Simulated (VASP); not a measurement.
```
CELL_PARAMETERS angstrom
      0.00000     2.61365     2.61365
      2.61365     0.00000     2.61365
     10.48499    10.48499    -0.03038
ATOMIC_POSITIONS crystal
  Sr 0.98858 0.98858 0.00856
  Sr 0.00000 0.00000 0.25000
  Sr 0.01142 0.01142 0.49144
  O  0.49414 0.49414 0.12939
  O  0.50586 0.50586 0.37061
  O  0.51738 0.51738 0.61197
  O  0.48262 0.48262 0.88803
  Ba 0.00000 0.00000 0.75000
```

Calculation: PBEsol GGA, VASP's PBE PAW potentials (set 64) (plane waves; VASP). Run with 520 eV cut-off, Gaussian smearing of 0.050 eV, potentials Sr_sv O Ba_sv.

Unless said otherwise, spin-orbit coupling is left out, though it shifts the bands of the heavy elements here.

Give the energies of bands 21 to 34 at the high-symmetry points, in eV from the valence-band maximum.

```json
[
 {"band": "21", "Γ": "-2.10", "T": "-1.93", "H2": "-1.42", "L": "-1.85", "S0": "-1.41", "F": "-2.13"},
 {"band": "22", "Γ": "-1.31", "T": "-1.80", "H2": "-1.42", "L": "-1.83", "S0": "-1.41", "F": "-1.33"},
 {"band": "23", "Γ": "-1.18", "T": "-1.04", "H2": "-1.29", "L": "-1.30", "S0": "-1.29", "F": "-1.18"},
 {"band": "24", "Γ": "-1.18", "T": "-1.04", "H2": "-1.23", "L": "-1.07", "S0": "-1.23", "F": "-1.16"},
 {"band": "25", "Γ": "-1.16", "T": "-1.03", "H2": "-0.85", "L": "-0.97", "S0": "-0.84", "F": "-1.10"},
 {"band": "26", "Γ": "-0.68", "T": "-1.03", "H2": "-0.82", "L": "-0.88", "S0": "-0.84", "F": "-0.79"},
 {"band": "27", "Γ": "-0.68", "T": "-0.52", "H2": "-0.65", "L": "-0.60", "S0": "-0.66", "F": "-0.67"},
 {"band": "28", "Γ": "-0.65", "T": "-0.36", "H2": "-0.65", "L": "-0.36", "S0": "-0.64", "F": "-0.61"},
 {"band": "29", "Γ": "-0.65", "T": "-0.26", "H2": "-0.57", "L": "-0.34", "S0": "-0.58", "F": "-0.58"},
 {"band": "30", "Γ": "-0.03", "T": "-0.26", "H2": "-0.33", "L": "-0.27", "S0": "-0.33", "F": "-0.17"},
 {"band": "31", "Γ": "-0.03", "T": "-0.20", "H2": "-0.30", "L": "-0.18", "S0": "-0.31", "F": "-0.05"},
 {"band": "32", "Γ": "0.00", "T": "-0.20", "H2": "-0.29", "L": "-0.18", "S0": "-0.29", "F": "-0.03"},
 {"band": "33", "Γ": "3.74", "T": "4.22", "H2": "5.07", "L": "2.77", "S0": "5.09", "F": "2.59"},
 {"band": "34", "Γ": "4.52", "T": "4.46", "H2": "5.20", "L": "3.69", "S0": "5.21", "F": "4.29"}
]
```

The gap is indirect, 2.59 eV, from the valence maximum at Γ to the conduction minimum at F.

The structure was generated: BaSr3O4 was put into an ordered model structure (R-3m), which need not be its known phase. It was relaxed first.
